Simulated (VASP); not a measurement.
**Cu under biaxial strain in the (001) plane**

How do stress and energy of Cu follow biaxial strain in the (001) plane?

Main program and level: VASP 6.6.1; PBEsol; plane waves and PAW (Cu), in the first sound run; inputs show where later runs differ.

This is a report of a sequence of runs, with most program output left out.

## 1. Set-up

The structure is cubic, space group Fm-3m (No. 225). The conventional cell has a = 3.610 Å, b = 3.610 Å, c = 3.610 Å, α = 90.00°, β = 90.00°, γ = 90.00°. Nearest to Cu lie 12 Cu at 2.55 Å.

## 2. Relax the crystal, PBEsol

The series starts from the cell that this level prefers, so that zero strain is near zero stress.

This step took 2 runs in a row; the last is shown.

Level: PBEsol; plane waves and PAW (Cu).

INCAR reads:

```
SYSTEM = Cu
PREC = Accurate
ENCUT = 450
EDIFF = 1E-07
NELM = 120
ISMEAR = 1
SIGMA = 0.15
LREAL = .FALSE.
ALGO = Normal
GGA = PS
NBANDS = 11
LASPH = .TRUE.
LORBIT = 11
LWAVE = .FALSE.
LCHARG = .FALSE.
KPAR = 8
IBRION = 2
NSW = 40
ISIF = 3
EDIFFG = -0.005
POTIM = 0.4
```

POSCAR reads:

```
Cu
1.0
    0.0000000000      1.7821378962      1.7821378962
    1.7821378962      0.0000000000      1.7821378962
    1.7821378962      1.7821378962      0.0000000000
Cu
1
Direct
    0.0000000000      0.0000000000      0.0000000000
```

KPOINTS reads:

```
Automatic mesh
0
Gamma
28 28 28
0 0 0
```

Potentials, in the order of the species: Cu (PBE family, release 64).

Started as:

```sh
mpirun -np 8 vasp_std
```

Wall time 8.4 s (8 MPI ranks of Intel Xeon Platinum 8488C (Sapphire Rapids), shared host); peak memory 1.3 GiB.

Read from the output:

| Property | Result |
| --- | --- |
| energy(sigma→0) of the program | -4.3083 eV |
| stress, compression positive | xx, yy, zz 0.03, 0.03, 0.03 GPa |
| volume | 11.311 Å³ |
| ionic steps | 2 |

## 3. Strain along the normal, PBEsol

One member in full: the plane is strained by -1 %, and the strain along the normal is moved by secant steps until the normal stress is under 0.012 GPa or five steps are spent; the atoms relax at each step.

This step took 3 runs, each at a new trial strain with the atoms of the one before; the last is shown.

Level: PBEsol; plane waves and PAW (Cu).

INCAR, as its differences from that of step 2:

```diff
@@ -15,7 +15,7 @@
 LCHARG = .FALSE.
-KPAR = 8
-IBRION = 2
-NSW = 40
-ISIF = 3
-EDIFFG = -0.005
-POTIM = 0.4
+KPAR = 2
+IBRION = 1
+NSW = 25
+ISIF = 2
+EDIFFG = -0.004
+POTIM = 0.3
```

POSCAR reads:

```
Cu
1.0
    0.0000000000      1.7638180180      1.8055018390
    1.7638180180      0.0000000000      1.8055018390
    1.7638180180      1.7638180180      0.0000000000
Cu
1
Direct
    0.0000000000      0.0000000000      0.0000000000
```

KPOINTS is that of step 2.

Started as:

```sh
mpirun -np 2 vasp_std
```

The job ended after 41 s (2 MPI ranks; peak memory 0.52 GiB; 80 s of CPU time).

This run gave:

* energy(sigma→0) of the program: -4.3066 eV
* stress, compression positive: xx, yy, zz 1.82, 1.82, 0.00 GPa
* ionic steps: 1

## 4. The table

The other members went through these steps as far as the tables show, with the same cutoff and, step by step, the same mesh; 26 runs are not shown. The session took 0.63 core hours (wall time by ranks) on a shared machine.

| in-plane strain (%) | strain along the normal (%) | in-plane stress, tension positive (GPa) | energy above the unstrained row, extrapolated to no smearing (meV/atom) |
| --- | --- | --- | --- |
| -2.000 | 2.658 | -3.898 | 6.144 |
| -1.500 | 1.991 | -2.841 | 3.520 |
| -1.000 | 1.340 | -1.822 | 1.658 |
| -0.500 | 0.686 | -0.872 | 0.491 |
| 0 | 0.015 | -0.016 | 0.000 |
| 0.500 | -0.652 | 0.798 | 0.101 |
| 1.000 | -1.358 | ? | ? |
| 1.500 | -2.063 | 2.089 | 1.846 |
| 2.000 | -2.768 | 2.659 | 3.419 |

## 5. A fit to the known rows

A least-squares parabola through the 8 rows shown, with e the strain in %: stress = − 0.1541 e² + 1.643 e − 0.01294 (GPa), r.m.s. residual 0.015 GPa.

For the withheld row, e = 1, the fit gives 1.476 GPa.

## 6. The withheld row

The calculation gives 1.468 GPa, so the prediction is 0.008 GPa too high, within twice the residual of the fit.

Slopes at zero strain, from cubics through all rows: strain ratio -1.344, stress over strain 165 GPa.

## 7. Outcome

```json
{
  "error of the predicted stress": "0.008 GPa",
  "ratio of normal to in-plane strain": "-1.344",
  "biaxial modulus": "165 GPa"
}
```

What this shows: As a check, the curvature of the energy gives 169 GPa for the same modulus (energy per volume = M × strain²), 2 % from the slope of the stress; these energies are extrapolated to no smearing, while the stress belongs to the free energy, so part of the difference may come from that. The energy also has a linear term worth 0.27 GPa that the stress column lacks, a mark of the finite basis or of the smearing. These are static values: temperature and zero-point motion are left out. In a metal the slopes also depend on mesh and smearing, which were held through the series.

[Lines on the potential files, build, host, timing and source positions are cut from VASP's logs without a mark.]

[Logs are printed without paths, hosts, clocks, repeated set-up lines and the standing remarks that a program may print on its own settings, such as how far it seeks lower states.]

[Hosts, paths, dates, database ids (printed as entryN), source tags and the programs' standing remarks are cut or masked in the printed files.]

[In band tables of VASP the shares of atoms and orbitals are scaled to a sum of 1 inside the atoms' spheres.]
